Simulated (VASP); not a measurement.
Data:

```
TcN
1.0
    0.00000     2.26147     2.26147
    2.26147     0.00000     2.26147
    2.26147     2.26147     0.00000
Tc N
1 1
Direct
  0.00000   0.00000   0.00000
  0.75000   0.75000   0.75000
```

The numbers are results of PBEsol GGA, VASP's PBE PAW potentials (set 64) (plane waves; VASP), not measurements. Run with 520 eV cut-off, Gaussian smearing of 0.050 eV, potentials Tc_pv N.

Predict the band gap (along the path) with the smallest direct gap where there is one.

```yaml
band gap (along the path): none (metal, semimetal or under 0.01 eV)
```

The absolute energy has meaning only against runs of the same code, potentials and settings.

The structure comes from a computed database's TcN entry (F-43m); how it stands against other phases isn't given here. It was relaxed first.
